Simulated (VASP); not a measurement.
The system is AlSH3, in a box.

```
Al S H
1.0
    13.00000    0.00000    0.00000
     0.00000   11.00000    0.00000
     0.00000    0.00000   12.00000
Al S H
1 1 3
Direct
  0.45445 0.49399 0.50685
  0.58870 0.46863 0.61338
  0.34941 0.44072 0.55125
  0.46792 0.56310 0.39229
  0.65259 0.52599 0.54274
```

Program: VASP 6.6.1. Alike in all runs: task single point; no spin polarisation; cell as given; k mesh 1 × 1 × 1; smearing gaussian 0.01 eV. Hardware: 1 thread of Intel(R) Xeon(R) Platinum 8259CL CPU @ 2.50GHz (Skylake/Cascade Lake), on a shared host.

Task: Order these runs on this cell by their wall time, lowest first.
A. level revPBE; potentials or basis VASP PAW PBE potentials, release 64 (Al, S, H); cutoff (eV) 520
B. level r2SCAN+D3(BJ); potentials or basis VASP PAW PBE potentials, release 64 (Al, S, H_s); cutoff (eV) 400
C. level LDA; potentials or basis VASP PAW LDA potentials, release 64 (Al, S, H_s); cutoff (eV) 400
D. level SCAN+D3(BJ); potentials or basis VASP PAW PBE potentials, release 64 (Al, S, H); cutoff (eV) 520

Result: C (48 s), A (160 s), B (330 s), D (730 s).
